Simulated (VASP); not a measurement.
OSZICAR of a VASP run on AgS (a trial cell in the NiAs structure, space group P6_3/mmc):

**OSZICAR**
```
       N       E                     dE             d eps       ncg     rms          rms(c)
DAV:   1     0.170024112069E+03    0.17002E+03   -0.13949E+04  1032   0.117E+03
DAV:   2    -0.509885167598E+01   -0.17512E+03   -0.16910E+03  1172   0.262E+02
DAV:   3    -0.136939278930E+02   -0.85951E+01   -0.83368E+01  1148   0.569E+01
DAV:   4    -0.138229079559E+02   -0.12898E+00   -0.12885E+00  1158   0.818E+00
DAV:   5    -0.138255368654E+02   -0.26289E-02   -0.26286E-02  1203   0.113E+00    0.961E+00
DAV:   6    -0.127054516229E+02    0.11201E+01   -0.63393E+00  1089   0.312E+01    0.905E+00
DAV:   7    -0.126438440327E+02    0.61608E-01   -0.10343E+00  1063   0.962E+00    0.459E+00
DAV:   8    -0.126340701357E+02    0.97739E-02   -0.14701E-01  1147   0.357E+00    0.102E+00
DAV:   9    -0.126286678152E+02    0.54023E-02   -0.29737E-02  1148   0.194E+00    0.371E-01
DAV:  10    -0.126285656282E+02    0.10219E-03   -0.38987E-03  1148   0.334E-01    0.120E-01
DAV:  11    -0.126286015591E+02   -0.35931E-04   -0.18460E-04  1361   0.116E-01    0.292E-02
DAV:  12    -0.126286130827E+02   -0.11524E-04   -0.21152E-05  1153   0.319E-02    0.143E-02
DAV:  13    -0.126286126449E+02    0.43785E-06   -0.12597E-06   752   0.743E-03
   1 F= -.12628613E+02 E0= -.12624661E+02  d E =-.790279E-02
```

Question: Which electronic solver shows in the log?

Answer: It is blocked Davidson (ALGO = Normal, or the opening steps of other solvers). The INCAR had ALGO = Normal.

Question: Can the final energy be trusted as converged?

Answer: The run converged. It stopped with EDIFF = 1E-6, NELM = 100 (PBE GGA, plane waves, VASP's PBE PAW potentials (set 64)).

The structure was generated: AgS was put into the NiAs type (P6_3/mmc), which need not be its known phase. The cell was not relaxed at this level. The run is one of a series of settings (LASPH = .FALSE. against the base run), some of them coarse on purpose.
